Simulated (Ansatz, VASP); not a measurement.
# Zn9Ge20O49 (glassy 69GeO2-31ZnO (mol %)) in two plane-wave programs, part 3 of 3

Aim: how closely do two programs agree when they are given the same cell, functional and k mesh? The structure shown is the start of the Ansatz relaxation below; VASP solves that cell, so the two are compared at the walk's first step.

VASP 6.6.1 and Ansatz 0.2.0.

So far. Step 6 (VASP: single point, PBE, start cell, pair 2): The run ends at a pressure of -3.73 GPa, with forces up to 0.44 eV/Å.

## Step 9: VASP: single point, PBE, start cell, pair 3

Level of this step: PBE; plane waves and PAW (Ge_d, Zn, O) (VASP).

The same cell, functional and mesh now go to VASP, with its own data sets.

The input, INCAR:

```
SYSTEM = Zn9Ge20O49
PREC = Accurate
ENCUT = 520
EDIFF = 1E-06
NELM = 120
ISMEAR = 0
SIGMA = 0.01
LREAL = Auto
ALGO = Normal
GGA = PE
NBANDS = 400
LORBIT = 11
LWAVE = .FALSE.
LCHARG = .FALSE.
ISIF = 2
LASPH = .TRUE.
GGA_COMPAT = .FALSE.
EFERMI = MIDGAP
NCORE = 2
```

The input, POSCAR:

```
Zn9Ge20O49
1.0
    9.9980500000      0.4022700000     -0.0785900000
    0.4022700000     10.0672100000     -0.1468500000
   -0.0785900000     -0.1468500000     10.3716200000
Ge Zn O
20 9 49
Direct
    0.4147671688      0.0767311043      0.3235718735
    0.7666509237      0.3670496819      0.6357977193
    0.5209169029      0.3348394230      0.8277019433
    0.6202786855      0.0106820412      0.5315482403
    0.1857898573      0.0324607069      0.5190768732
    0.1031406390      0.9648397089      0.1963524053
    0.6746656921      0.0159406614      0.1482856934
    0.2390577750      0.3575182555      0.8987206537
    0.0401950339      0.7055321570      0.3255678790
    0.0670614831      0.3298549970      0.6053547631
    0.3628401246      0.3474357739      0.1979475288
    0.7436548115      0.2880247058      0.0453198497
    0.7208086043      0.6768774186      0.7172406815
    0.3268470749      0.5807580138      0.3887889477
    0.6223563597      0.7312483389      0.0128422373
    0.4102103785      0.0372699803      0.7621385599
    0.0069249700      0.1524514160      0.9563917425
    0.3355400920      0.8610470408      0.0117064503
    0.1122966264      0.6563789444      0.8905565996
    0.6031036098      0.7042870293      0.4386510943
    0.6341968493      0.5045541825      0.2252044822
    0.6816341228      0.2444658638      0.3404163899
    0.2734400947      0.5265022411      0.6701080941
    0.8812621282      0.4820893387      0.3935984166
    0.8960327512      0.9679820202      0.4080719669
    0.9137825691      0.0692987835      0.6784659194
    0.0117584740      0.7691786095      0.6143184939
    0.8662417436      0.8710566149      0.8986920657
    0.9044060158      0.6115720540      0.0956057612
    0.1911827998      0.7010464901      0.4105504958
    0.9811456457      0.5626535907      0.2542547756
    0.1505682760      0.2046262331      0.5153854965
    0.6212681441      0.3822489879      0.9560665284
    0.2749749028      0.4940492319      0.2513552760
    0.3684380444      0.4960995566      0.5233230456
    0.9190881350      0.2671471892      0.6738061847
    0.5385674884      0.1373478398      0.4348593131
    0.7825601338      0.0544029565      0.5453622939
    0.9293908245      0.7742552236      0.4409668118
    0.7234887129      0.6053126603      0.3585118952
    0.4635416138      0.6684028192      0.3447084148
    0.9384354904      0.0315807349      0.8541663960
    0.3822716948      0.4533069809      0.8261015022
    0.3482101757      0.3233963931      0.0345516513
    0.3307412059      0.9788208504      0.4252115671
    0.2679639631      0.9538558324      0.1440983199
    0.3079668221      0.2083230357      0.2731873469
    0.8931148337      0.2919349950      0.9625073565
    0.2703926943      0.0093766338      0.6752973133
    0.0020234746      0.0706709184      0.1012799398
    0.4215143720      0.9489962182      0.9043704753
    0.9487453159      0.6983727727      0.9446179031
    0.7122159811      0.6045782639      0.0900202063
    0.7707024285      0.0596299599      0.2787728593
    0.5268806109      0.3587003808      0.2503256674
    0.5935094406      0.6755189137      0.6015785248
    0.0222748767      0.4660645261      0.5177389991
    0.7201652824      0.8719861536      0.0460920238
    0.8368001610      0.7960348367      0.7175312864
    0.6225387428      0.8733796093      0.4250908841
    0.4601727465      0.7451135711      0.0682906724
    0.0477873582      0.9574238464      0.5843400838
    0.1452848890      0.5036511565      0.9615642601
    0.1725488254      0.3781363517      0.7299235737
    0.8007970221      0.5164506486      0.7133384578
    0.4165080856      0.2029073944      0.8155264386
    0.1333405305      0.6632500100      0.7246580087
    0.5611142513      0.9881719752      0.6840600623
    0.0752611161      0.0167982415      0.3540123523
    0.6259969779      0.3005392046      0.6953427994
    0.6178918935      0.7077762096      0.8491052565
    0.1978549552      0.7902941644      0.9489167670
    0.7749228025      0.3464598960      0.1996099760
    0.1580274346      0.2030779242      0.9117998316
    0.5088927580      0.0055668197      0.1930856866
    0.0360283143      0.8079925544      0.1901520854
    0.6838627472      0.1304918520      0.0278266560
    0.7589081494      0.3588232222      0.4701035886
```

The input, KPOINTS:

```
Automatic mesh
0
Gamma
1 1 1
0 0 0
```

Potentials, in the order of the species: Ge_d, Zn and O (PBE family, release 64).

Run with:

```bash
$ mpirun -np 8 vasp_gam
```

Numbers of over 12 decimals in the logs are rounded to 6 here.

Log:

```text
[... set-up lines as in an earlier step ...]
 entering main loop
       N       E                     dE             d eps       ncg     rms          rms(c)
DAV:   1     0.213608361261E+05    0.21361E+05   -0.23083E+05   944   0.451E+03
DAV:   2     0.495805760804E+04   -0.16403E+05   -0.15418E+05   800   0.121E+03
DAV:   3     0.241067831854E+03   -0.47170E+04   -0.43944E+04   856   0.407E+02
DAV:   4    -0.490549015755E+03   -0.73162E+03   -0.71588E+03   912   0.180E+02
[...]
DAV:  19    -0.457712340578E+03   -0.33544E-06   -0.40587E-05  1272   0.502E-02    0.101E-02
DAV:  20    -0.457712341096E+03   -0.51766E-06   -0.26265E-05  1024   0.200E-02    0.569E-03
DAV:  21    -0.457712340788E+03    0.30834E-06   -0.56953E-06   808   0.127E-02
   1 F= -.45771234E+03 E0= -.45771234E+03  d E =0.000000E+00
```

From OUTCAR (step 9):

```text
  Total       61.1798500     57.1970706     64.0954195      1.2944881     -1.5753108      0.0627710
  in kB       94.0716245     87.9476061     98.5546751      1.9904363     -2.4222362      0.0965182
  external PRESSURE =      93.5246352 kB  Pullay stress =       0.0000000 kB

 POSITION                                       TOTAL-FORCE (eV/Angst)
[...]
2.46330      3.56340      9.24990         0.104451     -0.203794     -0.166163
      0.66010      7.07110      3.26990         0.084841     -0.188463     -0.045128
      0.75560      3.25880      6.22480        -0.007310     -0.149172      0.126767
      3.75190      3.61460      1.97350        -0.225557     -0.051223     -0.109206
      7.54740      3.19210      0.36930        -0.013442      0.201663     -0.009003
      7.42260      6.99890      7.28290         0.078121      0.023583      0.026028
      3.47090      5.92100      3.92140        -0.019959      0.126072     -0.154964
      6.51550      7.61010     -0.02310        -0.076893      0.106910      0.050574
      4.05640      0.42830      7.86690         0.071794      0.000172      0.127822
      0.05540      1.39710      9.89640         0.098717     -0.027750     -0.075986
      3.70020      8.80160     -0.03140         0.100621      0.079807      0.099100
      1.31680      6.52230      9.13130         0.028217     -0.024374      0.015728
      6.27870      7.26840      4.39870        -0.075959      0.104011     -0.010533
      6.52600      5.30150      2.21180        -0.254706      0.159140     -0.120896
[...]
-----------------------------------------------------------------------------------
    total drift:                               -0.002475     -0.008178     -0.002331

  FREE ENERGIE OF THE ION-ELECTRON SYSTEM (eV)
  ---------------------------------------------------
  free  energy   TOTEN  =      -457.7123407877 eV

  energy  without entropy=     -457.7123407877  energy(sigma->0) =     -457.71234079

[... 1 part as in an earlier step ...]

[... 2 further parts left out ...]
[key lines of the parts left out:]
E-fermi :   2.4704
```

The run ends at a pressure of 9.35 GPa, with forces up to 0.95 eV/Å.

## Step 10: Side by side

Forces on 9 of the 78 atoms, those with the largest forces and the largest differences (eV/Å; atoms numbered as in POSCAR):

```csv
atom,"Ansatz x, y, z","VASP x, y, z"
O34,"-0.667, 0.269, -0.423","-0.624, 0.254, -0.401"
O35,"0.566, -0.682, 0.414","0.612, -0.666, 0.274"
O38,"0.414, 0.386, 0.073","0.269, 0.379, 0.066"
O42,"-0.097, -0.298, -0.113","-0.045, -0.217, -0.024"
O47,"-0.811, 0.049, 0.077","-0.754, 0.050, 0.070"
O48,"0.209, 0.756, -0.421","0.199, 0.706, -0.406"
O57,"0.072, 0.858, -0.306","0.139, 0.819, -0.227"
O61,"-0.303, -0.522, 0.585","-0.288, -0.487, 0.543"
O73,"0.547, 0.172, 0.643","0.583, 0.141, 0.585"
```

The forces differ by 37 meV/Å r.m.s., which is 13.1 % of the r.m.s. force of 0.285 eV/Å (both taken over all components).

## Step 11: Summary of results

```
r.m.s. force difference (single point, PBE, start cell, pair 1) : 7.3 % of the r.m.s. force
r.m.s. force difference (single point, PBE, start cell, pair 2) : 22 meV/Å
r.m.s. force difference (single point, PBE, start cell, pair 3) : 13 % of the r.m.s. force
```

In words: The r.m.s. force difference is 13 % of the r.m.s. force (single point, PBE, start cell, pair 3), beyond the 3 % picked in this series as the mark of a large difference. What causes the difference of the single point, PBE, start cell, pair 1 pair stays open here. What causes the difference of the single point, PBE, start cell, pair 2 pair stays open here. What causes the difference of the single point, PBE, start cell, pair 3 pair stays open here. 3 further runs of this series are not shown here. Such differences can come from data sets, numerical settings and the points named under the comparisons, not from the functional's error against experiment.

[Lines on the potential files, build, host, timing and source positions are cut from VASP's logs without a mark.]

[Logs are printed without paths, hosts, clocks, repeated set-up lines and the standing remarks that a program may print on its own settings, such as how far it seeks lower states.]

[Hosts, paths, dates, database ids (printed as entryN), source tags and the programs' standing remarks are cut or masked in the printed files.]
